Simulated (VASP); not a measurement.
Output of a VASP run:

### OSZICAR
```
...
DAV:   2    -0.225488883819E+02   -0.82407E+02   -0.78920E+02   809   0.262E+02
DAV:   3    -0.279229114949E+02   -0.53740E+01   -0.53526E+01   944   0.700E+01
DAV:   4    -0.279835398783E+02   -0.60628E-01   -0.60611E-01   864   0.790E+00
DAV:   5    -0.279843761276E+02   -0.83625E-03   -0.83623E-03   904   0.912E-01    0.790E+00
DAV:   6    -0.246351591040E+02    0.33492E+01   -0.18357E+00   917   0.489E+01    0.668E+00
DAV:   7    -0.249174425666E+02   -0.28228E+00   -0.71697E-01   789   0.185E+01    0.391E+00
DAV:   8    -0.249679738930E+02   -0.50531E-01   -0.12229E-01   764   0.596E+00    0.167E+00
DAV:   9    -0.249222048481E+02    0.45769E-01   -0.11205E-01   754   0.367E+00    0.372E-01
DAV:  10    -0.249899467804E+02   -0.67742E-01   -0.48572E-02   764   0.240E+00    0.148E-01
DAV:  11    -0.249906094492E+02   -0.66267E-03   -0.11263E-03   894   0.507E-01    0.610E-02
DAV:  12    -0.249904562788E+02    0.15317E-03   -0.30505E-04   769   0.315E-01    0.170E-02
DAV:  13    -0.249906773966E+02   -0.22112E-03   -0.16852E-04   774   0.183E-01    0.212E-02
DAV:  14    -0.249906786318E+02   -0.12352E-05   -0.26809E-06   949   0.183E-02    0.219E-02
DAV:  15    -0.249906886355E+02   -0.10004E-04   -0.52015E-06   779   0.281E-02    0.190E-02
DAV:  16    -0.249906880667E+02    0.56881E-06   -0.14247E-07   417   0.484E-03
   1 F= -.24990688E+02 E0= -.24990688E+02  d E =-.249907E+02
       N       E                     dE             d eps       ncg     rms          rms(c)
DAV:   1    -0.250324497489E+02   -0.41761E-01   -0.54436E-01   889   0.184E+01    0.149E+00
DAV:   2    -0.249956013267E+02    0.36848E-01   -0.11882E-01   899   0.105E+01    0.608E-01
DAV:   3    -0.249924921094E+02    0.31092E-02   -0.38449E-03   764   0.689E-01    0.285E-01
DAV:   4    -0.249915152178E+02    0.97689E-03   -0.40892E-03   809   0.806E-01    0.145E-01
DAV:   5    -0.249918599605E+02   -0.34474E-03   -0.50265E-04   769   0.290E-01    0.127E-01
DAV:   6    -0.249917864360E+02    0.73524E-04   -0.91269E-04   851   0.297E-01    0.844E-02
DAV:   7    -0.249918615848E+02   -0.75149E-04   -0.36606E-04   817   0.185E-01    0.163E-02
DAV:   8    -0.249918657809E+02   -0.41961E-05   -0.19778E-05   784   0.443E-02    0.972E-03
DAV:   9    -0.249918633570E+02    0.24239E-05   -0.43705E-06   874   0.324E-02    0.472E-03
DAV:  10    -0.249918661028E+02   -0.27458E-05   -0.12917E-06   537   0.208E-02    0.114E-03
DAV:  11    -0.249918661235E+02   -0.20726E-07   -0.16257E-07   387   0.652E-03
   2 F= -.24991866E+02 E0= -.24991866E+02  d E =-.117806E-02
       N       E                     dE             d eps       ncg     rms          rms(c)
DAV:   1    -0.249940562595E+02   -0.21902E-02   -0.27256E-02   894   0.402E+00    0.338E-01
DAV:   2    -0.249922921690E+02    0.17641E-02   -0.64436E-03   899   0.264E+00    0.136E-01
DAV:   3    -0.249920601850E+02    0.23198E-03   -0.20555E-04   764   0.174E-01    0.630E-02
DAV:   4    -0.249920126815E+02    0.47503E-04   -0.20455E-04   814   0.205E-01    0.346E-02
DAV:   5    -0.249920158399E+02   -0.31584E-05   -0.23703E-05   759   0.656E-02    0.301E-02
DAV:   6    -0.249920055267E+02    0.10313E-04   -0.28682E-05   837   0.537E-02    0.153E-02
DAV:   7    -0.249920026063E+02    0.29205E-05   -0.11062E-05   789   0.305E-02    0.365E-03
DAV:   8    -0.249920047120E+02   -0.21057E-05   -0.10520E-06   522   0.117E-02    0.270E-03
DAV:   9    -0.249920038276E+02    0.88443E-06   -0.52383E-07   382   0.723E-03
   3 F= -.24992004E+02 E0= -.24992004E+02  d E =-.131576E-02
```

File OUTCAR:
```
------------------------ aborting loop because EDIFF is reached ----------------------------------------
  FORCE on cell =-STRESS in cart. coord.  units (eV):
  Direction    XX          YY          ZZ          XY          YZ          ZX
  --------------------------------------------------------------------------------------
  Total        0.0095356      0.0095356      0.0095356     -0.0000000      0.0000000     -0.0000000
  in kB        0.3954894      0.3954894      0.3954894     -0.0000000      0.0000000     -0.0000000
  external PRESSURE =       0.3954894 kB  Pullay stress =       0.0000000 kB
  volume of cell :       38.63
      direct lattice vectors                 reciprocal lattice vectors
     0.000000000  2.683063830  2.683063830    -0.186354120  0.186354120  0.186354120
     2.683063830  0.000000000  2.683063830     0.186354120 -0.186354120  0.186354120
     2.683063830  2.683063830 -0.000000000     0.186354120  0.186354120 -0.186354120
  FREE ENERGIE OF THE ION-ELECTRON SYSTEM (eV)
  ---------------------------------------------------
  free  energy   TOTEN  =       -24.9920038276 eV

  energy  without entropy=      -24.9920038276  energy(sigma->0) =      -24.99200383

 reached required accuracy - stopping structural energy minimisation
```
(Selected blocks of OUTCAR.)

**POSCAR**
```
ZnS
1
    0.0000000000     2.6725000000     2.6725000000
    2.6725000000     0.0000000000     2.6725000000
    2.6725000000     2.6725000000     0.0000000000
Zn S
1 1
Direct
  0.0000000000   0.0000000000   0.0000000000
  0.2500000000   0.2500000000   0.2500000000
```

### Question
Reconstruct the remaining input files.

### Answer
Several could match; the one computed here: the input of the run itself, SCAN meta-GGA, plane waves, VASP's PBE PAW potentials (set 64).

**INCAR**
```
NSW=60   # most ionic steps
METAGGA=SCAN
LREAL=.FALSE.
IBRION=2
ISMEAR=0
LCHARG=.FALSE.
SIGMA=0.05
LMIXTAU=.TRUE.
EDIFF=1E-6   # SCF stop (eV)
PREC=Accurate
SYSTEM=ZnS
LWAVE=.FALSE.
NELM=100   # most electronic steps
EDIFFG=-0.01   # ionic stop
LASPH=.TRUE.
ISIF=3   # ions, shape and volume
ALGO=Normal
ENCUT=400
LMAXMIX=4
```

KPOINTS:
```
Automatic
0
Gamma
8 8 8
0 0 0
```

POTCAR, in this order: Zn S (PBE.64 set). Program: vasp_std.

The structure comes from a measured ZnS entry (F-43m) of the Crystallography Open Database, whose conditions weren't checked. This run relaxes it. Symmetry was kept, so distortions that lower it aren't found.
